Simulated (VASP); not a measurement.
OSZICAR of a VASP run on PtB (relaxed from the zinc blende structure, space group F-43m):

**OSZICAR**
```
       N       E                     dE             d eps       ncg     rms          rms(c)
DAV:   1     0.493749732111E+02    0.49375E+02   -0.60544E+03  1168   0.109E+03
DAV:   2    -0.120904920185E+02   -0.61465E+02   -0.57594E+02  1284   0.206E+02
DAV:   3    -0.138702400554E+02   -0.17797E+01   -0.17627E+01  1290   0.350E+01
DAV:   4    -0.138839861467E+02   -0.13746E-01   -0.13742E-01  1256   0.349E+00
DAV:   5    -0.138841441665E+02   -0.15802E-03   -0.15801E-03  1340   0.394E-01    0.109E+01
DAV:   6    -0.127525082324E+02    0.11316E+01   -0.15095E+01  1200   0.299E+01    0.425E+00
DAV:   7    -0.125013100540E+02    0.25120E+00   -0.14930E+00  1176   0.115E+01    0.166E+00
DAV:   8    -0.124939931096E+02    0.73169E-02   -0.45719E-02  1242   0.182E+00    0.751E-01
DAV:   9    -0.124909357073E+02    0.30574E-02   -0.10811E-02  1250   0.901E-01    0.645E-02
DAV:  10    -0.124909938361E+02   -0.58129E-04   -0.40597E-04  1306   0.198E-01    0.230E-02
DAV:  11    -0.124909944583E+02   -0.62211E-06   -0.33930E-05  1240   0.544E-02    0.559E-03
DAV:  12    -0.124909940126E+02    0.44566E-06   -0.18445E-06   810   0.122E-02
   1 F= -.12490994E+02 E0= -.12490610E+02  d E =-.124910E+02
       N       E                     dE             d eps       ncg     rms          rms(c)
DAV:   1    -0.259234468926E+02   -0.13432E+02   -0.24960E+02  1154   0.177E+02    0.443E+01
DAV:   2    -0.129906685056E+02    0.12933E+02   -0.58855E+01  1176   0.689E+01    0.113E+01
DAV:   3    -0.125766371177E+02    0.41403E+00   -0.10031E+00  1250   0.108E+01    0.553E+00
DAV:   4    -0.124264868801E+02    0.15015E+00   -0.75135E-01  1162   0.730E+00    0.111E+00
DAV:   5    -0.124249078917E+02    0.15790E-02   -0.27186E-02  1218   0.148E+00    0.871E-01
DAV:   6    -0.124277051792E+02   -0.27973E-02   -0.44023E-03  1286   0.465E-01    0.111E-01
DAV:   7    -0.124278357882E+02   -0.13061E-03   -0.10313E-04  1500   0.789E-02    0.358E-02
DAV:   8    -0.124278562113E+02   -0.20423E-04   -0.81725E-06  1250   0.298E-02    0.382E-03
DAV:   9    -0.124278564257E+02   -0.21438E-06   -0.24575E-07   682   0.454E-03
   2 F= -.12427856E+02 E0= -.12428122E+02  d E =0.631376E-01
       N       E                     dE             d eps       ncg     rms          rms(c)
DAV:   1    -0.162035658111E+02   -0.37757E+01   -0.61765E+01  1146   0.872E+01    0.124E+01
DAV:   2    -0.130527561594E+02    0.31508E+01   -0.17974E+01  1182   0.412E+01    0.639E+00
DAV:   3    -0.129414726331E+02    0.11128E+00   -0.41943E-01  1190   0.636E+00    0.415E+00
DAV:   4    -0.129079427034E+02    0.33530E-01   -0.17435E-01  1176   0.317E+00    0.734E-01
DAV:   5    -0.129069051781E+02    0.10375E-02   -0.14066E-02  1136   0.914E-01    0.682E-01
DAV:   6    -0.129068936686E+02    0.11509E-04   -0.21183E-03  1246   0.344E-01    0.841E-02
DAV:   7    -0.129069254964E+02   -0.31828E-04   -0.62204E-05  1290   0.709E-02    0.124E-02
DAV:   8    -0.129069254774E+02    0.19012E-07   -0.58974E-06  1232   0.215E-02
   3 F= -.12906925E+02 E0= -.12906888E+02  d E =-.415931E+00
       N       E                     dE             d eps       ncg     rms          rms(c)
DAV:   1    -0.129095026974E+02   -0.25772E-02   -0.39040E-02  1156   0.219E+00    0.313E-01
DAV:   2    -0.129074701616E+02    0.20325E-02   -0.13644E-02  1188   0.108E+00    0.806E-02
DAV:   3    -0.129073565831E+02    0.11358E-03   -0.44482E-04  1168   0.206E-01    0.393E-02
DAV:   4    -0.129073384802E+02    0.18103E-04   -0.12229E-04  1150   0.819E-02    0.139E-02
DAV:   5    -0.129073379119E+02    0.56822E-06   -0.86659E-06  1178   0.231E-02
   4 F= -.12907338E+02 E0= -.12907309E+02  d E =-.416344E+00
       N       E                     dE             d eps       ncg     rms          rms(c)
DAV:   1    -0.129088855856E+02   -0.15471E-02   -0.29481E-02  1156   0.191E+00    0.271E-01
DAV:   2    -0.129073588112E+02    0.15268E-02   -0.10163E-02  1176   0.938E-01    0.690E-02
DAV:   3    -0.129072754412E+02    0.83370E-04   -0.32444E-04  1176   0.176E-01    0.337E-02
DAV:   4    -0.129072621726E+02    0.13269E-04   -0.91115E-05  1148   0.708E-02    0.119E-02
DAV:   5    -0.129072617717E+02    0.40093E-06   -0.65350E-06  1176   0.201E-02
   5 F= -.12907262E+02 E0= -.12907240E+02  d E =-.416268E+00
       N       E                     dE             d eps       ncg     rms          rms(c)
DAV:   1    -0.129109968730E+02   -0.37347E-02   -0.67594E-02  1158   0.289E+00    0.407E-01
DAV:   2    -0.129074666686E+02    0.35302E-02   -0.23652E-02  1184   0.143E+00    0.108E-01
DAV:   3    -0.129072620688E+02    0.20460E-03   -0.77076E-04  1176   0.271E-01    0.545E-02
DAV:   4    -0.129072199527E+02    0.42116E-04   -0.20984E-04  1146   0.107E-01    0.189E-02
DAV:   5    -0.129072191375E+02    0.81511E-06   -0.17967E-05  1164   0.328E-02    0.123E-02
DAV:   6    -0.129072186094E+02    0.52820E-06   -0.28725E-06  1220   0.131E-02
   6 F= -.12907219E+02 E0= -.12907186E+02  d E =0.431623E-04
       N       E                     dE             d eps       ncg     rms          rms(c)
DAV:   1    -0.129085109112E+02   -0.12918E-02   -0.20761E-02  1154   0.160E+00    0.228E-01
DAV:   2    -0.129074280612E+02    0.10829E-02   -0.72401E-03  1182   0.791E-01    0.584E-02
DAV:   3    -0.129073679873E+02    0.60074E-04   -0.23454E-04  1176   0.150E-01    0.284E-02
DAV:   4    -0.129073585179E+02    0.94694E-05   -0.64622E-05  1148   0.596E-02    0.101E-02
DAV:   5    -0.129073582221E+02    0.29578E-06   -0.46758E-06  1172   0.169E-02
   7 F= -.12907358E+02 E0= -.12907332E+02  d E =-.964504E-04
```

Problem. Which electronic solver shows in the log?

Solution. It is blocked Davidson (ALGO = Normal, or the opening steps of other solvers). The INCAR had ALGO = Normal.

Problem. Can the final energy be trusted as converged?

Solution. The calculation finished and met its thresholds. It stopped with EDIFF = 1E-6, NELM = 100, NSW = 60 and EDIFFG = -0.01 after 7 ionic steps (PBE GGA, plane waves, VASP's PBE PAW potentials (set 64)). Energy and stress use the plane-wave basis of the starting cell.

The structure was generated: PtB was put into the zinc blende type (F-43m), which need not be its known phase. This run relaxes it. Symmetry was kept, so distortions that lower it aren't found. The electron count is odd and the run is not spin-polarised, which forces a metal.
